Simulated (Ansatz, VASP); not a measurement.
# Code comparison for TiOs (Pm-3m, 2 atoms in the cell)

Self-consistent single point.

```xyz
2
Lattice="3.0846 0.0000 0.0000 0.0000 3.0846 0.0000 0.0000 0.0000 3.0846" Properties=species:S:1:pos:R:3 pbc="T T T"
Ti     1.5423     1.5423     1.5423
Os     0.0000     0.0000     0.0000
```

Shared settings, as Ansatz (a program for electronic structure) writes them: kpoints.mp_grid.grid = 14 14 14; magnetization.spin_orbit = true; scf.occupations.method = gaussian; scf.occupations.width = 0.0073 Ry. Potentials and cutoffs stand in the table.

```json
[
 {"code": "VASP", "model": "PBEsol, spin-orbit coupling, VASP's PBE PAW potentials (set 64)", "pressure (GPa)": "-6.44", "cutoff": "300 eV"},
 {"code": "Ansatz", "model": "PBEsol with spin-orbit coupling, default PAW files made with PBE", "pressure (GPa)": "-5.58", "cutoff": "default"}
]
```

The spread over the programs that give each value: pressure within 0.86 GPa.

Ansatz's pressure is given at a fixed set of plane waves, as the other plane-wave codes print theirs; with its correction for the finite basis it is -5.54 GPa.

VASP's run is marked for a possible Pulay error in its stress at this cutoff; no cutoff test was made.

The starting cell comes from a database of computed structures (which also holds hypothetical and non-ambient phases and stackings), without a prior relaxation at this level.

Left out of this page: Elk and FLEUR (not drawn, or without a comparable value).

Keys are those of Ansatz 0.2.
